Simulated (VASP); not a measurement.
These are r2SCAN meta-GGA, VASP's PBE PAW potentials (set 64) (plane waves; VASP) values and carry that method's errors.

Input for VASP

### KPOINTS
```
Automatic mesh
0
Gamma
10 6 1
0 0 0
```

### INCAR
```
SYSTEM=W(211) slab
PREC=Normal; ENCUT=400; LREAL=.FALSE.
LASPH=.TRUE.
EDIFF=1E-6; NELM=100; NELMIN=4
ALGO=Normal; LMAXMIX=6; LMIXTAU=.TRUE.
ISMEAR=1; SIGMA=0.1
METAGGA=R2SCAN
LWAVE=.FALSE.; LCHARG=.FALSE.; LORBIT=11
LVHAR=.TRUE.
DIPOL=0.5 0.5 0.5
LDIPOL=.TRUE.; IDIPOL=3
```

POSCAR:
```
W(211) slab
1.0
  2.7476926401   0.0000000000   0.0000000000
  0.0000000000   4.4869638880   0.0000000000
  0.0000000000   0.0000000000  24.1275052976
W
7
Cart
  1.3007141460   2.2434819440   8.3580982347
  2.2987419855   0.0000000000   9.4467556763
  0.4884266512   2.2434819440  10.7526450708
  1.3738463200   0.0000000000  12.0637526488
  2.2592659889   2.2434819440  13.3748602268
  0.4489506546   4.4869638880  14.6807496213
  1.4469784941   2.2434819440  15.7694070629
```

POTCAR, in this order: W_sv (PBE.64 set). Program: vasp_std. Read from the step before: WAVECAR.

The resulting files:

OSZICAR:
```
       N       E                     dE             d eps       ncg     rms          rms(c)
DAV:   1    -0.353745781447E+03   -0.35375E+03   -0.98098E-05  3256   0.749E-02    0.192E-02
DAV:   2    -0.353745778407E+03    0.30401E-05   -0.60163E-04  3736   0.199E-01    0.378E-02
DAV:   3    -0.353745741273E+03    0.37135E-04   -0.23432E-04  3624   0.129E-01    0.422E-03
DAV:   4    -0.353745759753E+03   -0.18481E-04   -0.10167E-05  2556   0.154E-02    0.149E-03
DAV:   5    -0.353745762462E+03   -0.27086E-05   -0.17824E-06  2028   0.754E-03    0.131E-03
DAV:   6    -0.353745756922E+03    0.55398E-05   -0.66705E-07  1946   0.482E-03    0.115E-03
DAV:   7    -0.353745764546E+03   -0.76240E-05   -0.88328E-07  1854   0.557E-03    0.568E-04
DAV:   8    -0.353745757823E+03    0.67233E-05   -0.54651E-07  1778   0.498E-03    0.234E-04
DAV:   9    -0.353745759522E+03   -0.16996E-05   -0.26269E-07  1664   0.343E-03    0.812E-05
DAV:  10    -0.353745760116E+03   -0.59377E-06   -0.20230E-07  1620   0.234E-03
   1 F= -.35374576E+03 E0= -.35374599E+03  d E =0.699194E-03
```

OUTCAR:
```
------------------------ aborting loop because EDIFF is reached ----------------------------------------
  FORCE on cell =-STRESS in cart. coord.  units (eV):
  Direction    XX          YY          ZZ          XY          YZ          ZX
  --------------------------------------------------------------------------------------
  Total       -5.7291253     -4.0735762     -0.0018370      0.0000000      0.0000000      0.2332564
  in kB      -30.8578568    -21.9408416     -0.0098944      0.0000000      0.0000000      1.2563511
  external PRESSURE =     -17.6028643 kB  Pullay stress =       0.0000000 kB
  volume of cell :      297.46
      direct lattice vectors                 reciprocal lattice vectors
     2.747692640  0.000000000  0.000000000     0.363941725  0.000000000  0.000000000
     0.000000000  4.486963888  0.000000000     0.000000000  0.222867851  0.000000000
     0.000000000  0.000000000 24.127505298     0.000000000  0.000000000  0.041446473
 POSITION                                       TOTAL-FORCE (eV/Angst)
 -----------------------------------------------------------------------------------
      1.30071      2.24348      8.35810        -0.023112     -0.000000     -0.000873
      2.29874      0.00000      9.44676        -0.013196     -0.000000     -0.020874
      0.48843      2.24348     10.75265        -0.002884      0.000000     -0.001461
      1.37385      0.00000     12.06375         0.000000     -0.000000     -0.000000
      2.25927      2.24348     13.37486         0.002884     -0.000000      0.001461
      0.44895      0.00000     14.68075         0.013196     -0.000000      0.020874
      1.44698      2.24348     15.76941         0.023112      0.000000      0.000873
 -----------------------------------------------------------------------------------
    total drift:                                0.000000      0.000000     -0.000000
  FREE ENERGIE OF THE ION-ELECTRON SYSTEM (eV)
  ---------------------------------------------------
  free  energy   TOTEN  =      -353.7457601161 eV

  energy  without entropy=     -353.7464593097  energy(sigma->0) =     -353.74599318

 total charge

# of ion       s       p       d       tot
------------------------------------------
    1        2.429   6.213   3.382  12.025
    2        2.400   6.313   3.303  12.016
    3        2.403   6.341   3.367  12.110
    4        2.388   6.343   3.325  12.057
    5        2.403   6.341   3.367  12.110
    6        2.400   6.313   3.303  12.016
    7        2.429   6.213   3.382  12.025
--------------------------------------------------
tot         16.854  44.078  23.428  84.360
```
(Selected blocks of OUTCAR.)

OUTCAR:
```
 val. band max:        1.6163848644   @ k =   0.2000   0.0000   0.0000

 cond. band min:       1.6519717007   @ k =   0.5000   0.0000   0.0000


 Fermi energy:         1.6441061671

 k-point     1 :       0.0000    0.0000    0.0000
  band No.  band energies     occupation
      1     -74.5887      2.00000
      2     -74.5374      2.00000
      3     -74.4383      2.00000
      4     -74.3355      2.00000
      5     -74.3344      2.00000
      6     -74.2176      2.00000
      7     -74.2170      2.00000
      8     -38.7300      2.00000
      9     -38.6886      2.00000
     10     -38.5141      2.00000
     11     -38.4701      2.00000
     12     -38.2887      2.00000
     13     -38.2105      2.00000
     14     -37.9736      2.00000
     15     -37.9403      2.00000
     16     -37.8715      2.00000
     17     -37.7410      2.00000
     18     -37.6293      2.00000
     19     -37.6269      2.00000
     20     -37.5793      2.00000
     21     -37.5602      2.00000
     22     -37.4847      2.00000
     23     -37.4099      2.00000
     24     -37.3678      2.00000
     25     -37.3396      2.00000
     26     -37.3281      2.00000
     27     -37.2137      2.00000
     28     -37.2005      2.00000
     29      -7.9865      2.00000
     30      -6.4490      2.00000
     31      -4.6651      2.00000
     32      -4.4251      2.00000
     33      -3.4537      2.00000
     34      -3.3936      2.00000
     35      -2.8939      2.00000
     36      -2.0475      2.00000
     37      -1.7500      2.00000
     38      -1.4146      2.00000
     39      -1.3292      2.00000
     40      -0.8742      2.00000
     41      -0.8572      2.00000
     42      -0.6581      2.00000
     43      -0.4779      2.00000
     44      -0.1767      2.00000
     45       0.0620      2.00000
     46       0.2480      2.00000
     47       0.4700      2.00000
     48       0.5656      2.00000
     49       0.7908      2.00000
     50       0.9750      2.00000
     51       2.0115     -0.00000
...
```

Unless said otherwise, spin-orbit coupling is left out, though it shifts the bands of the heavy elements here.

The cell is a thin slab with vacuum, built from W (bcc): (211) face.
